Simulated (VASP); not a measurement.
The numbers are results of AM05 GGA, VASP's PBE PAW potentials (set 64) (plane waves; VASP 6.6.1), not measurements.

A VASP calculation is set up with these files.

INCAR:
```
SYSTEM = CdS
PREC = Accurate; ENCUT = 520; LREAL = .False.
LASPH = .True.
EDIFF = 1E-7; NELM = 100; ALGO = Normal
LMAXMIX = 4
ISMEAR = -5
GGA = AM
ISIF = 2
LWAVE = .False.; LCHARG = .True.; LORBIT = 11
NEDOS = 601
LEFG = .True.
```

### POSCAR
```
CdS
4.1467920
  0.4999999656  -0.8660253026   0.0000000000
  0.4999999656   0.8660253026   0.0000000000
  0.0000000000   0.0000000000   1.6251136545
Cd S
2 2
Cart
  0.4999999656  -0.2886756782   0.8125702483
  0.4999999656   0.2886756782   0.0000134210
  0.4999999656  -0.2886756782   1.4252112540
  0.4999999656   0.2886756782   0.6126544268
```

File KPOINTS:
```
Regular mesh
0
G
7 7 4
0 0 0
```

POTCAR, in this order: Cd S (PBE.64 set). Program: vasp_std.

Output

File OUTCAR:
```
 ion  position               nearest neighbor table
   1  0.667  0.333  0.500-   4 2.53   4 2.53   4 2.53   3 2.54
   2  0.333  0.667  0.000-   3 2.53   3 2.53   3 2.53   4 2.54
   3  0.667  0.333  0.877-   2 2.53   2 2.53   2 2.53   1 2.54
   4  0.333  0.667  0.377-   1 2.53   1 2.53   1 2.53   2 2.54
  LATTYP: Found a hexagonal cell.
 ALAT       =     4.1467915655
 C/A-ratio  =     1.6251138248
 Subroutine PRICEL returns:
 Original cell was already a primitive cell.
 Subroutine GETGRP returns: Found 12 space group operations
The static configuration has the point symmetry C_3v.
 The point group associated with its full space group is C_6v.
The dynamic configuration has the point symmetry C_3v.
 Subroutine INISYM returns: Found 12 space group operations
 Subroutine IBZKPT returns following result:
 Found     24 irreducible k-points:

 Following reciprocal coordinates:
            Coordinates               Weight
  0.000000  0.000000  0.000000      1.000000
  0.142857 -0.000000  0.000000      6.000000
  0.285714 -0.000000  0.000000      6.000000
  0.428571 -0.000000  0.000000      6.000000
  0.142857  0.142857  0.000000      6.000000
  0.285714  0.142857  0.000000     12.000000
  0.428571  0.142857  0.000000      6.000000
  0.285714  0.285714  0.000000      6.000000
  0.000000  0.000000  0.250000      2.000000
  0.142857 -0.000000  0.250000     12.000000
  0.285714 -0.000000  0.250000     12.000000
  0.428571 -0.000000  0.250000     12.000000
  0.142857  0.142857  0.250000     12.000000
  0.285714  0.142857  0.250000     24.000000
  0.428571  0.142857  0.250000     12.000000
  0.285714  0.285714  0.250000     12.000000
  0.000000  0.000000  0.500000      1.000000
  0.142857 -0.000000  0.500000      6.000000
  0.285714 -0.000000  0.500000      6.000000
  0.428571 -0.000000  0.500000      6.000000
...
```

### OSZICAR
```
       N       E                     dE             d eps       ncg     rms          rms(c)
DAV:   1     0.252596553927E+03    0.25260E+03   -0.17881E+04  1056   0.151E+03
DAV:   2     0.100637628321E+01   -0.25159E+03   -0.24674E+03  1176   0.361E+02
DAV:   3    -0.135319102909E+02   -0.14538E+02   -0.14488E+02  1284   0.861E+01
DAV:   4    -0.136964392168E+02   -0.16453E+00   -0.16444E+00  1206   0.921E+00
DAV:   5    -0.136992928624E+02   -0.28536E-02   -0.28534E-02  1302   0.118E+00    0.113E+01
DAV:   6    -0.127238291136E+02    0.97546E+00   -0.23979E+00  1390   0.171E+01    0.880E+00
DAV:   7    -0.127074718245E+02    0.16357E-01   -0.80047E-01  1230   0.531E+00    0.372E+00
DAV:   8    -0.127023160896E+02    0.51557E-02   -0.12721E-01  1232   0.389E+00    0.556E-01
DAV:   9    -0.127008838342E+02    0.14323E-02   -0.23657E-02  1296   0.207E+00    0.177E-01
DAV:  10    -0.127009543052E+02   -0.70471E-04   -0.18637E-03  1222   0.515E-01    0.941E-02
DAV:  11    -0.127010387903E+02   -0.84485E-04   -0.17487E-04  1260   0.937E-02    0.740E-02
DAV:  12    -0.127011782904E+02   -0.13950E-03   -0.20926E-04  1110   0.733E-02    0.504E-02
DAV:  13    -0.127011793141E+02   -0.10238E-05   -0.73182E-05  1248   0.583E-02    0.141E-02
DAV:  14    -0.127011808469E+02   -0.15327E-05   -0.58806E-06  1182   0.172E-02    0.400E-03
DAV:  15    -0.127011813088E+02   -0.46195E-06   -0.88521E-07  1120   0.547E-03    0.741E-03
DAV:  16    -0.127011814147E+02   -0.10585E-06   -0.11488E-07   978   0.214E-03    0.345E-03
DAV:  17    -0.127011815107E+02   -0.96022E-07   -0.94997E-08   804   0.218E-03
   1 F= -.12701182E+02 E0= -.12701182E+02  d E =0.000000E+00
```

OUTCAR:
```
------------------------ aborting loop because EDIFF is reached ----------------------------------------
  FORCE on cell =-STRESS in cart. coord.  units (eV):
  Direction    XX          YY          ZZ          XY          YZ          ZX
  --------------------------------------------------------------------------------------
  Total        0.0255332      0.0255332      0.0417191      0.0000000     -0.0000000      0.0000000
  in kB        0.4076290      0.4076289      0.6660304      0.0000000     -0.0000000      0.0000000
  external PRESSURE =       0.4937628 kB  Pullay stress =       0.0000000 kB
  volume of cell :      100.36
      direct lattice vectors                 reciprocal lattice vectors
     2.073395857 -3.591226797  0.000000000     0.241150284 -0.139228188  0.000000000
     2.073395857  3.591226797  0.000000000     0.241150284  0.139228188  0.000000000
     0.000000000  0.000000000  6.739008302     0.000000000  0.000000000  0.148389786
  FREE ENERGIE OF THE ION-ELECTRON SYSTEM (eV)
  ---------------------------------------------------
  free  energy   TOTEN  =       -12.7011815107 eV

  energy  without entropy=      -12.7011815107  energy(sigma->0) =      -12.70118151

 total charge

# of ion       s       p       d       tot
------------------------------------------
    1        0.428   0.324   9.565  10.318
    2        0.428   0.324   9.565  10.318
    3        1.315   2.381   0.000   3.695
    4        1.315   2.381   0.000   3.695
--------------------------------------------------
tot          3.486   5.409  19.131  28.026

 Electric field gradients after diagonalization (V/A^2)
 (convention: |V_zz| > |V_xx| > |V_yy|)
----------------------------------------------------------------------
 ion       V_xx      V_yy      V_zz     asymmetry (V_yy - V_xx)/ V_zz
----------------------------------------------------------------------
   1      -1.959    -1.959     3.918       0.000
   2      -1.959    -1.959     3.918       0.000
   3       0.207     0.206    -0.414       0.002
   4       0.207     0.206    -0.414       0.002
```
(Selected blocks of OUTCAR.)

The compound is CdS in the wurtzite structure. It was relaxed first.
